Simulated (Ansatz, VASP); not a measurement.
## Cross-check of Be (Beryllium) between VASP and Ansatz

One calculation is typed for both programs; each brings its own data sets. How far apart do they land? The cell is taken from a series of runs on this material, whose earlier steps may have relaxed, scaled, displaced or heated it; both programs get it as it stands.

Main program and level: Ansatz 0.2.0; plane waves, with VASP 6.6.1 beside it; relaxation of cell and atoms at r2SCAN.

## (1) The starting structure

The structure is hexagonal, space group P6_3/mmc (No. 194). The conventional cell has a = 2.258 Å, b = 2.258 Å, c = 3.551 Å, α = 90.00°, β = 90.00°, γ = 120.00°. Nearest to Be lie 12 Be at 2.20 to 2.26 Å.

Coordinates:

```cif
data_structure
_symmetry_space_group_name_H-M 'P6_3/mmc'
_symmetry_Int_Tables_number 194
_cell_length_a 2.2579
_cell_length_b 2.2579
_cell_length_c 3.5513
_cell_angle_alpha 90.000
_cell_angle_beta 90.000
_cell_angle_gamma 120.000
_cell_volume 15.68
loop_
_atom_site_label
_atom_site_type_symbol
_atom_site_symmetry_multiplicity
_atom_site_Wyckoff_symbol
_atom_site_fract_x
_atom_site_fract_y
_atom_site_fract_z
_atom_site_occupancy
Be1 Be 2 c 0.33333 0.66667 0.25000 1
```

## (2) VASP: relaxation of cell and atoms, r2SCAN

The relaxed volume is the usual yardstick between codes: in a stiff, nearly cubic crystal its relative difference is about their pressure difference at one cell divided by the bulk modulus.

Lines of VASP's logs that name or quote its potential files are left out, and so is its time.

INCAR

```
SYSTEM = Be
PREC = Accurate
ENCUT = 660
EDIFF = 1E-07
NELM = 120
ISMEAR = 1
SIGMA = 0.2
LREAL = .FALSE.
ALGO = Normal
METAGGA = R2SCAN
LASPH = .TRUE.
NBANDS = 8
LORBIT = 11
LWAVE = .FALSE.
LCHARG = .FALSE.
ISIF = 3
IBRION = 2
NSW = 80
EDIFFG = -0.005
GGA_COMPAT = .FALSE.
NELMIN = 4
LMIXTAU = .TRUE.
```

POSCAR

```
Be
1.0
    2.2578690000      0.0000000000      0.0000000000
   -1.1289350000      1.9553720000      0.0000000000
    0.0000000000      0.0000000000      3.5512730000
Be
2
Direct
    0.3333336514      0.6666670076      0.2499999296
    0.6666670472      0.3333335038      0.7499997888
```

KPOINTS

```
Automatic mesh
0
Gamma
30 30 16
0 0 0
```

PAW data sets: Be (PBE family, release 64).

On the command line:

```console
> mpirun -np 1 vasp_std
```

Numbers of over 12 decimals in the logs are rounded to 6 here.

What it wrote:

```text
[banner, memory and clock lines left out]
running    1 mpi-ranks, on    1 nodes
 distrk:  each k-point on    1 cores,    1 groups
 distr:  one band on    1 cores,    1 groups

 POSCAR found type information on POSCAR Be
 POSCAR found :  1 types and       2 ions
|                                                                             |
|               ----> ADVICE to this user running VASP <----                  |
|                                                                             |
|     You enforced a specific xc type in the INCAR file but a different       |
|     [... a line on the potential file left out ...]
|     I HOPE YOU KNOW WHAT YOU ARE DOING!                                     |
|                                                                             |

 LDA part: xc-table for (None), standard interpolation
 POSCAR, INCAR and KPOINTS ok, starting setup
 FFT: planning ... GRIDC
 FFT: planning ... GRID_SOFT
 FFT: planning ... GRID
 WAVECAR not read
 entering main loop
       N       E                     dE             d eps       ncg     rms          rms(c)
DAV:   1    -0.348770956742E+01   -0.34877E+01   -0.21428E+03 13184   0.516E+02
DAV:   2    -0.894516989466E+01   -0.54575E+01   -0.52608E+01 20944   0.631E+01
DAV:   3    -0.896647239264E+01   -0.21302E-01   -0.21275E-01 14568   0.342E+00
DAV:   4    -0.896648671636E+01   -0.14324E-04   -0.14324E-04 19768   0.986E-02
DAV:   5    -0.896648671819E+01   -0.18305E-08   -0.19906E-08 14440   0.612E-04    0.131E+00
DAV:   6    -0.868316008618E+01    0.28333E+00   -0.96915E-02 15592   0.237E+00    0.768E-01
DAV:   7    -0.866185479087E+01    0.21305E-01   -0.15720E-02 15008   0.102E+00    0.132E-01
DAV:   8    -0.868398347461E+01   -0.22129E-01   -0.89902E-03 16944   0.754E-01    0.117E-02
DAV:   9    -0.868258036806E+01    0.14031E-02   -0.20366E-04 13664   0.125E-01    0.111E-02
DAV:  10    -0.868237199558E+01    0.20837E-03   -0.19287E-05 13384   0.363E-02    0.671E-03
DAV:  11    -0.868235176119E+01    0.20234E-04   -0.97529E-06 15352   0.185E-02    0.180E-03
DAV:  12    -0.868235538450E+01   -0.36233E-05   -0.30342E-06 14872   0.167E-02    0.169E-04
DAV:  13    -0.868235632869E+01   -0.94419E-06   -0.10369E-08 14160   0.956E-04    0.793E-05
DAV:  14    -0.868235569131E+01    0.63737E-06   -0.76712E-09  6696   0.493E-04    0.363E-05
DAV:  15    -0.868235606918E+01   -0.37787E-06   -0.18572E-09  6600   0.306E-04    0.538E-06
DAV:  16    -0.868235604818E+01    0.21001E-07   -0.35214E-11  6568   0.689E-05
   1 F= -.86823560E+01 E0= -.86824490E+01  d E =-.868236E+01
[...]
2 F= -.86829975E+01 E0= -.86830892E+01  d E =-.641453E-03
[...]
3 F= -.86830004E+01 E0= -.86830920E+01  d E =-.644344E-03
 curvature:  -0.54 expect dE=-0.246E-05 dE for cont linesearch -0.202E-07
 ZBRENT: interpolating
 opt :   1.0725  next Energy=    -8.683000 (dE=-0.644E-03)
 bond charge predicted
       N       E                     dE             d eps       ncg     rms          rms(c)
DAV:   1    -0.868300028787E+01    0.51473E-07   -0.89317E-07 16032   0.967E-03    0.390E-04
DAV:   2    -0.868300042500E+01   -0.13714E-06   -0.14922E-08  9160   0.101E-03    0.273E-04
DAV:   3    -0.868300060651E+01   -0.18150E-06   -0.49861E-09  6552   0.640E-04    0.717E-05
DAV:   4    -0.868300060979E+01   -0.32807E-08   -0.23635E-09  6552   0.360E-04
   4 F= -.86830006E+01 E0= -.86830922E+01  d E =-.644562E-03
 curvature:  -0.55 expect dE=-0.251E-05 dE for cont linesearch -0.124E-06
 trial: gam=-0.00985 g(F)=  0.434E-44 g(S)=  0.455E-05 ort = 0.165E-04 (trialstep = 0.101E+01)
 search vector abs. value=  0.435E-05
 reached required accuracy - stopping structural energy minimisation
```

OUTCAR, selected parts (step 2):

```text
ion  position               nearest neighbor table
   1  0.333  0.667  0.250-   2 2.20   2 2.20   2 2.20   2 2.20   2 2.20   2 2.20
   2  0.667  0.333  0.750-   1 2.20   1 2.20   1 2.20   1 2.20   1 2.20   1 2.20

  LATTYP: Found a hexagonal cell.
 ALAT       =     2.2578690000
 C/A-ratio  =     1.5728428000

 Subroutine GETGRP returns: Found 24 space group operations
 (whereof 12 operations were pure point group operations)

The static configuration has the point symmetry D_3d.
 The point group associated with its full space group is D_6h.

 Found    819 irreducible k-points:

   k-points           NKPTS =    819   k-points in BZ     NKDIM =    819   number of bands    NBANDS=      8

   dimension x,y,z NGX =    20 NGY =   20 NGZ =   30
   dimension x,y,z NGXF=    40 NGYF=   40 NGZF=   60

   ENCUT  =  660.0 eV  48.51 Ry    6.96 a.u.   4.73  4.73  7.44*2*pi/ulx,y,z

   NELECT =       4.0000    total number of electrons

 k-points in reciprocal lattice and weights: Automatic mesh
   0.00000000  0.00000000  0.00000000       0.000
   0.03333333  0.00000000  0.00000000       0.000
   0.06666667 -0.00000000  0.00000000       0.000
   0.10000000  0.00000000  0.00000000       0.000
   0.13333333  0.00000000  0.00000000       0.000
   0.16666667  0.00000000  0.00000000       0.000
   0.20000000  0.00000000  0.00000000       0.000
   0.23333333  0.00000000  0.00000000       0.000
   0.26666667  0.00000000  0.00000000       0.000
[...]
0.33333333  0.30000000  0.50000000       0.001
   0.33333333  0.33333333  0.50000000       0.000

 average (electrostatic) potential at core
       1 -33.2950       2 -33.2950

 E-fermi :   7.0850

 k-point     1 :       0.0000    0.0000    0.0000
  band No.  band energies     occupation
      1      -5.1155      2.00000
      2       2.3659      2.00000
      3       8.1671     -0.00000
      4      24.4433      0.00000
      5      24.4434      0.00000
      6      27.4715      0.00000
      7      27.4715      0.00000
    ...

 k-point     2 :       0.0333    0.0000    0.0000
  band No.  band energies     occupation
      1      -5.0810      2.00000
      2       2.4105      2.00000
      3       8.1789     -0.00000
      4      24.1256      0.00000
      5      24.1928      0.00000
      6      27.4770      0.00000
      7      27.6295      0.00000
    ...

 k-point     3 :       0.0667   -0.0000    0.0000
  band No.  band energies     occupation
      1      -4.9774      2.00000
      2       2.5441      2.00000
      3       8.2139     -0.00000
      4      23.2627      0.00000
      5      23.5922      0.00000
      6      27.4777      0.00000
      7      27.9370      0.00000
    ...

  Total        0.0084630      0.0084630     -0.0067460     -0.0000000      0.0000000      0.0000000
  in kB        0.8563897      0.8563898     -0.6826388     -0.0000002      0.0000000      0.0000000
  external PRESSURE =       0.3433803 kB  Pullay stress =       0.0000000 kB

  energy-cutoff  :      660.00
  volume of cell :       15.83
      direct lattice vectors                 reciprocal lattice vectors
     2.264095954 -0.000000002  0.000000000     0.441677394  0.255002664 -0.000000000
    -1.132048480  1.960764702  0.000000000     0.000000000  0.510005101 -0.000000000
     0.000000000  0.000000000  3.566527243     0.000000000  0.000000000  0.280384792

 POSITION                                       TOTAL-FORCE (eV/Angst)
 -----------------------------------------------------------------------------------
     -0.00000      1.30718      0.89163        -0.000000      0.000000      0.000000
      1.13205      0.65359      2.67489         0.000000     -0.000000     -0.000000
 -----------------------------------------------------------------------------------
    total drift:                                0.000002      0.000000     -0.000005

  FREE ENERGIE OF THE ION-ELECTRON SYSTEM (eV)
  ---------------------------------------------------
  free  energy   TOTEN  =        -8.6830006098 eV

  energy  without entropy=       -8.6832754385  energy(sigma->0) =       -8.68309222

 reached required accuracy - stopping structural energy minimisation

 total charge
# of ion       s       p       d       tot
------------------------------------------
    1        0.408   0.763   0.000   1.171
    2        0.408   0.763   0.000   1.171
--------------------------------------------------
tot          0.816   1.527   0.000   2.343

[... 3 further parts left out ...]
```

The PAW data sets were made with PBE, which is usual practice but a small mismatch for other functionals. The run keeps the 24 symmetry operations of its start, so it cannot find a distortion of lower symmetry.

## (3) Ansatz: relaxation of cell and atoms, r2SCAN

Ansatz runs on its default PAW (the set named soft_2) files.

The same cell, functional, mesh and smearing now go to Ansatz, which takes its cutoff from its data sets.

input.yaml

```yaml
crystal:
  lattice:
    - [2.2578694937, 0.0, 0.0]
    - [-1.1289347468, 1.9553723399, 0.0]
    - [0.0, 0.0, 3.5512726208]
  atoms:
    - { symbol: Be, position: [0.3333333333, 0.6666666667, 0.25] }
    - { symbol: Be, position: [0.6666666667, 0.3333333333, 0.75] }
kpoints:
  mp_grid: { grid: [30, 30, 16] }
hamiltonian:
  xc: r2scan
scf:
  occupations: { method: methfessel_paxton, width: 0.2 }
output:
  forces: true
  stress: true
  eigenvalues: true
  write_density: true
  write_potential: true
  elf: true
  volumetric_format: npy
relax:
  adjacent_minimum: "off"
  f_tol: 0.001
  max_steps: 60
  cell: { stress_tol: 0.01 }
```

On the command line:

```console
> ansatz run input.yaml --threads 4 --pin off --max-ram 7168MiB --backend cpu --events-out ev --progress --plain --runs-dir out
```

What it wrote:

```text
Engine: ansatz 0.2.0, aarch64-unknown-linux-gnu
Pseudopotentials: kind: paw
Pseudopotential: Be, paw, valence charge 2, recommended cutoff 500 eV (meta_gga), Be.paw.azcp
Functional definition: r2SCAN
  parameter k0 = 0.174
  parameter k1 = 0.065
  parameter a1 = 4.9479
  exchange = r2scan_x(k0 = k0, k1 = k1, a1 = a1)
  correlation = r2scan_c
Crystal: 2 atoms, lattice volume = 15.679 Å³
Basis set: ecut = 500 eV, 391 PW (Γ), exchange–correlation on 72×72×108 points (64 copies of the dense FFT grid, shifted against one another)
Bands: 6, of which v1, the nominal top of the filled ones, is band 2 counted from 1 (1 counted from 0)
Symmetry: 24 space group operations
Space group: P63/mmc (ITA 194), of the structure as read, at distance tolerance 2.5e-5 Å
k-points: 819 of 14400
Non-local potential: Be, projectors of the file, l = 0: 2, l = 1: 2, l = 2: 1
PAW form: soft (Blöchl's): semilocal exchange-correlation on the pseudo side does not see the compensation charge
PAW frozen core: Be, regenerated for the run's functional (the file was generated under x = pbe(κ = 0.804, μ = 0.219515), c = pbe(β = 0.066725))
PAW one-centre angular grid: Be, 302 points (default); XC on 255 of its mesh's 2635 points in the sphere
Initial density: superposition of atomic densities (neutral atoms: chi_scale 0, normalization atom), corrected by the library's trained network
Initial wavefunctions: pseudopotential atomic-orbital guess
Functional: x = r2scan, c = r2scan; τ floored in thin density (d = 2e-4 eV/Å³)
SCF iter   1: F=—  HF=-186.664289 eV  |F-HF|=—  |Δ(HF+E_count)|=         —  Δρ=3.76e-3  dr2=1.65e-3  dr2_τ=5.89e-2  ethr=1.77e-3  ⟨swp⟩=5.2  Hψ=41751  notcnv=0
preconditioner: auto → none  [metal: Δε(μ)=0.062 eV  Ē_g=13.820 eV  σ=0.200 eV  W_gap=0.25  n_scr=2 (ndim 8)  ℏωp=18.8 eV  f_vac=0.000  D(μ)=0.08/eV (n_scr^D=0)  sad-step TF]
SCF iter   2: F=—  HF=-186.674984 eV  |F-HF|=—  |Δ(HF+E_count)|=   1.07e-2  S|Δr|=    0.00e0  Δρ=3.58e-3  dr2=1.55e-3  dr2_τ=5.75e-6  ethr=4.12e-5  ⟨swp⟩=2.0  Hψ=16357  notcnv=0  defer=1
SCF iter   3: F=—  HF=-186.674822 eV  |F-HF|=—  |Δ(HF+E_count)|=   1.62e-4  S|Δr|=    0.00e0  Δρ=7.94e-4  dr2=7.07e-5  dr2_τ=8.27e-6  ethr=3.88e-5  ⟨swp⟩=1.0  Hψ=4913  notcnv=0  defer=1
SCF iter   4: F=—  HF=-186.674817 eV  |F-HF|=—  |Δ(HF+E_count)|=   4.93e-6  S|Δr|=    0.00e0  Δρ=6.01e-4  dr2=4.45e-5  dr2_τ=1.33e-6  ethr=1.77e-6  ⟨swp⟩=1.1  Hψ=5006  notcnv=0  defer=1
SCF iter   5: F=—  HF=-186.674809 eV  |F-HF|=—  |Δ(HF+E_count)|=   8.25e-6  S|Δr|=    0.00e0  Δρ=1.40e-4  dr2=2.46e-6  dr2_τ=1.73e-8  ethr=1.11e-6  ⟨swp⟩=1.0  Hψ=4913  notcnv=0  defer=1
SCF iter   6: F=-186.674808 eV  HF=-186.674808 eV  |F-HF|=5.23e-9  |Δ(HF+E_count)|=   5.80e-7  S|Δr|=    0.00e0  Δρ=1.61e-5  dr2=3.28e-8  dr2_τ=5.35e-10  ethr=2.50e-9  ⟨swp⟩=5.2  Hψ=19072  notcnv=0
SCF 1 converged in 6 iterations: F = -186.674808 eV  dr2 = 3.28e-8
  greatest PAW one-centre occupation: 0.367 electrons in one spin orbital (limit 2), on the Be atom at site 1 (counted from 0), in its partial waves of l = 0
relax step   1: F+E_penalty+E_count = -186.67480828 eV  Δ(F+E_penalty+E_count) = +0.000e0 eV  max|allowed force component| = 1.573e-16 eV/Å  Δτ_max = 0.0000 Å  P = +1.111 GPa  Ω = 15.679 Å³  (6 SCF iters, dr2 threshold 1.00e-7 eV, accepted)
[...]
relax step   2: F+E_penalty+E_count = -186.67520173 eV  Δ(F+E_penalty+E_count) = -3.934e-4 eV  max|allowed force component| = 1.480e-16 eV/Å  Δτ_max = 0.0000 Å  P = +0.488 GPa  Ω = 15.754 Å³  energy of the carried Pulay correction = -7.297e-7 eV  (3 SCF iters, dr2 threshold 2.00e-7 eV, accepted)
[...]
relax step   3: F+E_penalty+E_count = -186.67529276 eV  Δ(F+E_penalty+E_count) = -9.103e-5 eV  max|allowed force component| = 5.274e-16 eV/Å  Δτ_max = 0.0000 Å  P = -0.014 GPa  Ω = 15.818 Å³  energy of the carried Pulay correction = -1.341e-6 eV  (3 SCF iters, dr2 threshold 2.00e-7 eV, accepted)
[...]
relax step   4: F+E_penalty+E_count = -186.67529426 eV  Δ(F+E_penalty+E_count) = -1.499e-6 eV  max|allowed force component| = 1.665e-16 eV/Å  Δτ_max = 0.0000 Å  P = -0.003 GPa  Ω = 15.816 Å³  energy of the carried Pulay correction = -1.323e-6 eV  (3 SCF iters, dr2 threshold 1.48e-8 eV, accepted)
[...]
relax step   5: F+E_penalty+E_count = -186.67529445 eV  Δ(F+E_penalty+E_count) = -1.966e-7 eV  max|allowed force component| = 5.551e-17 eV/Å  Δτ_max = 0.0000 Å  P = +0.000 GPa  Ω = 15.816 Å³  energy of the carried Pulay correction = -1.321e-6 eV  (2 SCF iters, dr2 threshold 3.05e-9 eV, accepted)
[...]
relax step   6: F+E_penalty+E_count = -186.67529570 eV  Δ(F+E_penalty+E_count) = -1.243e-6 eV  max|allowed force component| = 2.961e-16 eV/Å  Δτ_max = 0.0000 Å  P = -0.000 GPa  Ω = 15.816 Å³  stress off target by 7.62e-4 GPa  SCF on the basis re-selected at this cell (its energy is not comparable with the rows above)  (3 SCF iters)
basis re-selected at this cell: Δ(F+E_penalty+E_count) = -1.243e-6 eV, ΔP = -0.000 GPa vs the last step (what re-selecting the basis moved, of the pressure what is left beyond the Pulay correction that the steps carried, after the strain that the cell walked since its last selection, with what the two solves' SCF thresholds leave and, on support functions, any second-order correction that the steps lacked; it is no m [...]
SCF converged after 3 iterations
Stability not checked: this state was not tested for a lower state beside it, because cold or Methfessel-Paxton smearing, or corrected tetrahedra, fill the levels in a way that the test cannot read (fill_not_monotonic; see scf.lower_state_search)
Free energy (F): -186.675296 eV
Harris-Foulkes:  -186.675296 eV  (|F-HF|=5.68e-14)
Internal energy: -186.675574 eV  (E = F + TS)
E sigma→0 (E₀):  -186.675365 eV
Entropy (-TS):   0.000278 eV (0.139 meV/atom)
Fermi energy:    8.197138 eV
--- Per-component energies (eV) ---
  E_band       = 11.141417
  E_kinetic    = 41.791214
  E_local      = 6.316748  (includes V_loc(G=0)·N_el)
  E_nonlocal   = 8.436064
  E_hartree    = 0.091149
  E_xc         = -37.984640
  E_vxc        = -44.683584  (∫ρ·V_xc dr)
  E_paw        = -121.819443  (= ΣΔE_a)
  E_vpaw       = -2.664251  (= ΣTr[D̂ρ^β])
  E_aug_tail   = -0.000001  (compensation charges beyond the density's cutoff)
  E_vtau       = 1.762929  (kinetic-family band-sum trace: ∫τ·v_τ [+ j·A + Jᵃ·Aᵃ] dr)
  E_ewald      = -83.482611
  E_core_change = -0.024054  (= ΣΔE_core)
  E_smearing   = 0.000278  (= −TS)
  E_closure    = 0.000000  (closes the sum)
  Σ components = -186.675296   (vs F -186.675296, Δ=0.00e0)
--- Forces (eV/Å), atoms counted from 1 ---
  atom   1  Be    -0.00000000     0.00000000     0.00000000
  atom   2  Be     0.00000000    -0.00000000     0.00000000
  max |Σ_I F_I| component: 0.00e0 eV/Å
--- Stress (GPa, compression-positive) ---
        0.000045      -0.000000       0.000000
       -0.000000       0.000045       0.000000
        0.000000       0.000000      -0.000762
  P = ⅓ Tr σ = -0.0002 GPa (-0.002 kbar)
--- Band table (eV; the first three rows and the last of 819) ---
  k-point 0: bands = ["-4.0114", "3.4809", "9.2878", "25.5767", "25.5767", "28.6280"]
  k-point 1: bands = ["-3.9747", "3.2485", "9.6045", "25.6106", "25.6106", "28.6204"]
  k-point 2: bands = ["-3.8648", "2.6661", "10.4395", "25.7113", "25.7113", "28.5934"]
  k-point 818: bands = ["7.0599", "7.0599", "8.5410", "8.5410", "14.8512", "14.8512"]
--- Relaxed structure (5 steps of the walk, 5 accepted, 1 SCFs on fresh bases) ---
  F+E_penalty+E_count = -186.67529570 eV   max|allowed force component| = 2.961e-16 eV/Å   (the final SCF, on the basis selected at the relaxed cell)
  cell:  # Å, volume = 15.8157 Å³
    - [2.263710, -2.8942132035226448e-11, 0]
    - [-1.131855, 1.960431, 0]
    - [0, 0, 3.563825]
  atoms:
    - { symbol: Be, position: [0.333333, 0.666667, 0.25] }
    - { symbol: Be, position: [0.666667, 0.333333, 0.750000] }
```

In the SCF lines HF is the Harris–Foulkes energy and dr2 the Hartree energy of the density residual, in eV; the loop may stop once dr2 is under the threshold and the program's other checks hold. Hψ counts applications of the Hamiltonian.

## (4) Side by side

Known differences besides the potentials themselves: VASP keeps PBE cores, Ansatz makes them for the functional; the cutoff is 500 eV in Ansatz and 660 eV in VASP; Ansatz adds a Pulay correction to the stress that steers its cell, VASP none. Total energies have different zeros and are not compared.

The two programs side by side:

```
                                         quantity  Ansatz   VASP  difference
                                      volume (Å³)   15.82  15.83     -0.11 %
edge a after relaxation, in the typed setting (Å)   2.264  2.264     -0.02 %
edge c after relaxation, in the typed setting (Å)   3.564  3.567     -0.08 %
```

## (5) Results

```json
{"difference in volume (relaxation of cell and atoms, r2SCAN)": "-0.11 %"}
```

In words: The difference in volume is -0.11 % (relaxation of cell and atoms, r2SCAN), within the 1.2 % picked in this series as the mark of a large difference, as far as the stopping tolerances let one tell. Such differences can come from data sets, numerical settings and the points named under the comparisons, not from the functional's error against experiment.

[Lines on the potential files, build, host, timing and source positions are cut from VASP's logs without a mark.]

[Logs are printed without paths, hosts, clocks, repeated set-up lines and the standing remarks that a program may print on its own settings, such as how far it seeks lower states.]

[Hosts, paths, dates, database ids (printed as entryN), source tags and the programs' standing remarks are cut or masked in the printed files.]
